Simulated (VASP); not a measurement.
All values below come from PBE GGA, VASP's PBE PAW potentials (set 64) (plane waves; VASP).

The input files of a VASP run:

**KPOINTS**
```
Automatic mesh
0
Gamma
15 15 15
0 0 0
```

**INCAR**
```
# general
SYSTEM = Al
PREC   = Accurate
ENCUT  = 500
LREAL  = F
LASPH  = T

# electronic loop
EDIFF  = 1E-6
NELM   = 100
ALGO   = Normal

# smearing
ISMEAR = 1
SIGMA  = 0.1

# functional
GGA    = PE

# ions
IBRION = 2
NSW    = 40
ISIF   = 3
EDIFFG = -0.02

# output
LWAVE  = F
LCHARG = F
```

POSCAR:
```
Al
1
    0.0000000000     2.0177177771     2.0177177771
    2.0177177771    -0.0000000000     2.0177177771
    2.0177177771     2.0177177771     0.0000000000
Al
1
Direct
  0.0000000000   0.0000000000   0.0000000000
```

POTCAR, in this order: Al (PBE.64 set). Program: vasp_std.

What does the run give for the energy per atom (σ→0), band gap (on the k-mesh)?

```yaml
energy per atom (σ→0): -3.746 eV/atom
band gap (on the k-mesh): none (metal, semimetal or under 0.01 eV)
```

OSZICAR:
```
...
DAV:   4    -0.376843716655E+01   -0.78679E-04   -0.78678E-04  1605   0.186E-01
DAV:   5    -0.376843754850E+01   -0.38195E-06   -0.38179E-06  1595   0.116E-02    0.131E+00
DAV:   6    -0.375527345156E+01    0.13164E-01   -0.16419E-03  1405   0.310E-01    0.763E-01
DAV:   7    -0.374565936050E+01    0.96141E-02   -0.49594E-03  1435   0.502E-01    0.147E-01
DAV:   8    -0.374565571270E+01    0.36478E-05   -0.24119E-05  1510   0.524E-02    0.809E-03
DAV:   9    -0.374565412827E+01    0.15844E-05   -0.10036E-06  1455   0.700E-03    0.117E-03
DAV:  10    -0.374565375488E+01    0.37339E-06   -0.52145E-09   765   0.802E-04
   1 F= -.37456538E+01 E0= -.37456454E+01  d E =-.374565E+01
```

The compound is Al in the fcc structure. It was relaxed first.
